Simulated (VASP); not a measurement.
Method: PBE GGA, VASP's PBE PAW potentials (set 64) (plane waves; VASP).

The input files of a VASP run:

File POSCAR:
```
PtSe2
1.0
  1.8798553018  -3.2560051426   0.0000000000
  1.8798553018   3.2560051426   0.0000000000
  0.0000000000   0.0000000000   6.0608701913
Pt Se
1 2
Direct
  0.0000000000   0.0000000000   1.0000000000
  0.3333330000   0.6666670000   0.2148582789
  0.6666670000   0.3333330000   0.7851417211
```

**KPOINTS**
```
Automatic mesh
0
G
 6 6 4
0 0 0
```

### INCAR
```
SYSTEM = PtSe2
PREC = Accurate; ENCUT = 480; LREAL = .FALSE.
LASPH = .TRUE.
EDIFF = 1E-7; NELM = 100; ALGO = Normal
LMAXMIX = 6
ISMEAR = 0; SIGMA = 0.05
GGA = PE
IBRION = 2; NSW = 40; ISIF = 3
EDIFFG = -0.01; PSTRESS = 20
LWAVE = .FALSE.; LCHARG = .FALSE.
```

POTCAR, in this order: Pt Se (PBE.64 set). Program: vasp_std.

Output

### OUTCAR
```
 ion  position               nearest neighbor table
   1  0.000  0.000  0.000-   2 2.53   3 2.53   3 2.53   2 2.53   3 2.53   2 2.53
   2  0.333  0.667  0.215-   1 2.53   1 2.53   1 2.53
   3  0.667  0.333  0.785-   1 2.53   1 2.53   1 2.53
  LATTYP: Found a hexagonal cell.
 ALAT       =     3.7597108192
 C/A-ratio  =     1.6120575445
 Subroutine PRICEL returns:
 Original cell was already a primitive cell.
 Subroutine GETGRP returns: Found 12 space group operations
The static configuration has the point symmetry D_3d.
The dynamic configuration has the point symmetry D_3d.
 Subroutine INISYM returns: Found 12 space group operations
 Subroutine IBZKPT returns following result:
 Found     24 irreducible k-points:

 Following reciprocal coordinates:
            Coordinates               Weight
  0.000000  0.000000  0.000000      1.000000
  0.166667 -0.000000  0.000000      6.000000
  0.333333 -0.000000  0.000000      6.000000
  0.500000  0.000000  0.000000      3.000000
  0.166667  0.166667  0.000000      6.000000
  0.333333  0.166667  0.000000     12.000000
  0.333333  0.333333  0.000000      2.000000
...
```

File OSZICAR:
```
...
DAV:   4    -0.141392567372E+02    0.55133E-01   -0.32221E-01   755   0.360E+00    0.691E-01
DAV:   5    -0.141384748446E+02    0.78189E-03   -0.18908E-02   839   0.123E+00    0.434E-01
DAV:   6    -0.141388044437E+02   -0.32960E-03   -0.24567E-03   769   0.434E-01    0.114E-01
DAV:   7    -0.141388986462E+02   -0.94202E-04   -0.26215E-04   874   0.116E-01    0.348E-02
DAV:   8    -0.141389041368E+02   -0.54907E-05   -0.25922E-05   790   0.448E-02    0.981E-03
DAV:   9    -0.141389042994E+02   -0.16255E-06   -0.19680E-06   832   0.126E-02    0.261E-03
DAV:  10    -0.141389043941E+02   -0.94720E-07   -0.27393E-07   729   0.428E-03
  16 F= -.13412694E+02 E0= -.13412065E+02  d E =0.244435E-01
       N       E                     dE             d eps       ncg     rms          rms(c)
DAV:   1    -0.155434228640E+02   -0.14045E+01   -0.61291E+01   720   0.588E+01    0.802E+00
DAV:   2    -0.145292518219E+02    0.10142E+01   -0.58224E+00   748   0.258E+01    0.430E+00
DAV:   3    -0.143141457749E+02    0.21511E+00   -0.50718E-01   811   0.754E+00    0.183E+00
DAV:   4    -0.142473618572E+02    0.66784E-01   -0.32623E-01   762   0.375E+00    0.752E-01
DAV:   5    -0.142483155504E+02   -0.95369E-03   -0.98599E-03   776   0.723E-01    0.399E-01
DAV:   6    -0.142488720456E+02   -0.55650E-03   -0.15498E-03   860   0.301E-01    0.723E-02
DAV:   7    -0.142489292039E+02   -0.57158E-04   -0.10665E-04   769   0.749E-02    0.334E-02
DAV:   8    -0.142489404869E+02   -0.11283E-04   -0.30347E-05   811   0.449E-02    0.118E-02
DAV:   9    -0.142489414079E+02   -0.92098E-06   -0.44959E-06   846   0.211E-02    0.226E-03
DAV:  10    -0.142489415503E+02   -0.14247E-06   -0.40520E-07   830   0.672E-03    0.983E-04
DAV:  11    -0.142489416153E+02   -0.64963E-07   -0.96433E-08   593   0.250E-03
  17 F= -.13471504E+02 E0= -.13470068E+02  d E =-.343670E-01
       N       E                     dE             d eps       ncg     rms          rms(c)
DAV:   1    -0.142606839780E+02   -0.11742E-01   -0.81036E-01   720   0.668E+00    0.804E-01
DAV:   2    -0.142481983881E+02    0.12486E-01   -0.87862E-02   748   0.305E+00    0.498E-01
DAV:   3    -0.142443311076E+02    0.38673E-02   -0.87152E-03   790   0.103E+00    0.173E-01
DAV:   4    -0.142435959635E+02    0.73514E-03   -0.53511E-03   755   0.440E-01    0.737E-02
DAV:   5    -0.142435699052E+02    0.26058E-04   -0.33882E-04   762   0.159E-01    0.503E-02
DAV:   6    -0.142435746451E+02   -0.47400E-05   -0.45071E-05   825   0.696E-02    0.164E-02
DAV:   7    -0.142435756411E+02   -0.99603E-06   -0.81537E-06   860   0.267E-02    0.405E-03
DAV:   8    -0.142435756398E+02    0.13035E-08   -0.87443E-07   818   0.868E-03
  18 F= -.13472009E+02 E0= -.13470814E+02  d E =-.348719E-01
       N       E                     dE             d eps       ncg     rms          rms(c)
DAV:   1    -0.142430646650E+02    0.51098E-03   -0.32005E-02   720   0.133E+00    0.160E-01
DAV:   2    -0.142425540640E+02    0.51060E-03   -0.33739E-03   741   0.600E-01    0.951E-02
DAV:   3    -0.142424147796E+02    0.13928E-03   -0.31821E-04   797   0.196E-01    0.337E-02
DAV:   4    -0.142423851743E+02    0.29605E-04   -0.19588E-04   755   0.856E-02    0.139E-02
DAV:   5    -0.142423848888E+02    0.28551E-06   -0.10740E-05   755   0.266E-02    0.916E-03
DAV:   6    -0.142423850446E+02   -0.15589E-06   -0.14299E-06   860   0.122E-02    0.288E-03
DAV:   7    -0.142423850702E+02   -0.25554E-07   -0.19690E-07   542   0.401E-03
  19 F= -.13471986E+02 E0= -.13470850E+02  d E =-.348492E-01
       N       E                     dE             d eps       ncg     rms          rms(c)
DAV:   1    -0.142423791044E+02    0.59402E-05   -0.13010E-01   720   0.246E+00    0.246E-01
DAV:   2    -0.142415477782E+02    0.83133E-03   -0.79017E-03   776   0.836E-01    0.115E-01
DAV:   3    -0.142413104196E+02    0.23736E-03   -0.55692E-04   818   0.248E-01    0.509E-02
DAV:   4    -0.142412427989E+02    0.67621E-04   -0.35919E-04   755   0.124E-01    0.214E-02
DAV:   5    -0.142412440810E+02   -0.12821E-05   -0.18959E-05   755   0.304E-02    0.109E-02
DAV:   6    -0.142412442059E+02   -0.12496E-06   -0.22826E-06   874   0.139E-02    0.408E-03
DAV:   7    -0.142412441703E+02    0.35673E-07   -0.33012E-07   701   0.519E-03
  20 F= -.13472194E+02 E0= -.13471196E+02  d E =-.207841E-03
       N       E                     dE             d eps       ncg     rms          rms(c)
DAV:   1    -0.142410477478E+02    0.19646E-03   -0.39028E-03   720   0.428E-01    0.429E-02
DAV:   2    -0.142410219803E+02    0.25768E-04   -0.23829E-04   776   0.146E-01    0.199E-02
DAV:   3    -0.142410148718E+02    0.71085E-05   -0.16446E-05   818   0.426E-02    0.891E-03
DAV:   4    -0.142410126890E+02    0.21828E-05   -0.10747E-05   755   0.215E-02    0.370E-03
DAV:   5    -0.142410127135E+02   -0.24479E-07   -0.56502E-07   755   0.520E-03
  21 F= -.13472197E+02 E0= -.13471218E+02  d E =-.210757E-03
       N       E                     dE             d eps       ncg     rms          rms(c)
DAV:   1    -0.142414468151E+02   -0.43413E-03   -0.59809E-03   727   0.564E-01    0.525E-02
DAV:   2    -0.142413565396E+02    0.90276E-04   -0.34014E-04   797   0.166E-01    0.318E-02
DAV:   3    -0.142413393451E+02    0.17194E-04   -0.55815E-05   790   0.730E-02    0.144E-02
DAV:   4    -0.142413338038E+02    0.55413E-05   -0.18831E-05   790   0.311E-02    0.571E-03
DAV:   5    -0.142413336778E+02    0.12599E-06   -0.15520E-06   832   0.940E-03    0.261E-03
DAV:   6    -0.142413336559E+02    0.21949E-07   -0.13991E-07   472   0.350E-03
  22 F= -.13472400E+02 E0= -.13471426E+02  d E =-.202358E-03
       N       E                     dE             d eps       ncg     rms          rms(c)
DAV:   1    -0.142430276502E+02   -0.16940E-02   -0.53602E-02   727   0.169E+00    0.157E-01
DAV:   2    -0.142422161745E+02    0.81148E-03   -0.30580E-03   797   0.497E-01    0.952E-02
DAV:   3    -0.142420645394E+02    0.15164E-03   -0.49721E-04   790   0.218E-01    0.431E-02
DAV:   4    -0.142420164158E+02    0.48124E-04   -0.16906E-04   790   0.932E-02    0.173E-02
DAV:   5    -0.142420158491E+02    0.56675E-06   -0.13890E-05   839   0.280E-02    0.780E-03
DAV:   6    -0.142420157891E+02    0.59970E-07   -0.13270E-06   848   0.104E-02    0.357E-03
DAV:   7    -0.142420158550E+02   -0.65899E-07   -0.24749E-07   580   0.359E-03
  23 F= -.13472731E+02 E0= -.13471776E+02  d E =-.534130E-03
       N       E                     dE             d eps       ncg     rms          rms(c)
DAV:   1    -0.142422311326E+02   -0.21534E-03   -0.48975E-03   727   0.510E-01    0.472E-02
DAV:   2    -0.142421577583E+02    0.73374E-04   -0.27723E-04   797   0.150E-01    0.288E-02
DAV:   3    -0.142421437786E+02    0.13980E-04   -0.45405E-05   783   0.660E-02    0.130E-02
DAV:   4    -0.142421392826E+02    0.44960E-05   -0.15371E-05   790   0.281E-02    0.523E-03
DAV:   5    -0.142421391868E+02    0.95821E-07   -0.12783E-06   839   0.856E-03    0.237E-03
DAV:   6    -0.142421391701E+02    0.16728E-07   -0.11634E-07   465   0.319E-03
  24 F= -.13472750E+02 E0= -.13471800E+02  d E =-.552950E-03
       N       E                     dE             d eps       ncg     rms          rms(c)
DAV:   1    -0.142414948790E+02    0.64431E-03   -0.33986E-03   727   0.522E-01    0.831E-02
DAV:   2    -0.142413757054E+02    0.11917E-03   -0.64843E-04   762   0.270E-01    0.478E-02
DAV:   3    -0.142413466105E+02    0.29095E-04   -0.68596E-05   755   0.896E-02    0.197E-02
DAV:   4    -0.142413417098E+02    0.49007E-05   -0.34063E-05   755   0.345E-02    0.762E-03
DAV:   5    -0.142413417953E+02   -0.85506E-07   -0.15810E-06   734   0.119E-02    0.534E-03
DAV:   6    -0.142413420042E+02   -0.20892E-06   -0.38786E-07   772   0.582E-03    0.709E-04
DAV:   7    -0.142413420042E+02   -0.36380E-10   -0.21076E-08   360   0.154E-03
  25 F= -.13472759E+02 E0= -.13471811E+02  d E =-.868284E-05
```

OUTCAR:
```
------------------------ aborting loop because EDIFF is reached ----------------------------------------
  FORCE on cell =-STRESS in cart. coord.  units (eV):
  Direction    XX          YY          ZZ          XY          YZ          ZX
  --------------------------------------------------------------------------------------
  Total        0.7941476      0.7941479      0.7811321      0.0000000     -0.0000000     -0.0000000
  in kB       20.6652362     20.6652432     20.3265479      0.0000000     -0.0000000     -0.0000000
  external PRESSURE =       0.5523424 kB  Pullay stress =      20.0000000 kB
  volume of cell :       61.57
      direct lattice vectors                 reciprocal lattice vectors
     1.888640826 -3.271222423 -0.000000000     0.264740650 -0.152848060  0.000000000
     1.888640826  3.271222423  0.000000000     0.264740650  0.152848060  0.000000000
    -0.000000000  0.000000000  4.982898179    -0.000000000 -0.000000000  0.200686421
 POSITION                                       TOTAL-FORCE (eV/Angst)
 -----------------------------------------------------------------------------------
      0.00000      0.00000      0.00000        -0.000000     -0.000000      0.000000
      1.88864      1.09041      1.28868        -0.000000      0.000000      0.006885
      1.88864     -1.09041      3.69422         0.000000     -0.000000     -0.006885
 -----------------------------------------------------------------------------------
    total drift:                               -0.000000      0.000000      0.000000
  FREE ENERGIE OF THE ION-ELECTRON SYSTEM (eV)
  ---------------------------------------------------
  free  energy   TOTEN  =       -14.2413420042 eV

  energy  without entropy=      -14.2394466005  energy(sigma->0) =      -14.24039430
  enthalpy is  TOTEN    =       -13.4727588355 eV   P V=        0.7685831687

 reached required accuracy - stopping structural energy minimisation
```
(Selected blocks of OUTCAR.)

CONTCAR:
```
PtSe2
   1.00000000000000
     1.8886408255067055   -3.2712224228730791   -0.0000000000000002
     1.8886408255067055    3.2712224228730791    0.0000000000000003
    -0.0000000000000001    0.0000000000000001    4.9828981790401317
  Pt              Se
     1     2
Direct
     0.0000000000000000    0.0000000000000000    0.0000000000000000
     0.3333330000000032    0.6666669999999968    0.2586206207455494
     0.6666669999999968    0.3333330000000032    0.7413793792544503
```

Energy and stress use the plane-wave basis of the starting cell. Without a dispersion term in the relaxation, distances and binding between the weakly bound layers, chains or molecules are unreliable, and so is what depends on them.

The compound is PtSe2 in the 1T layered structure. This run relaxes it under an external pressure of 2 GPa. Symmetry was kept, so distortions that lower it aren't found. The k-mesh is coarse (spacing up to 0.32 per Å, 2π included), so the numbers may not be converged in it.
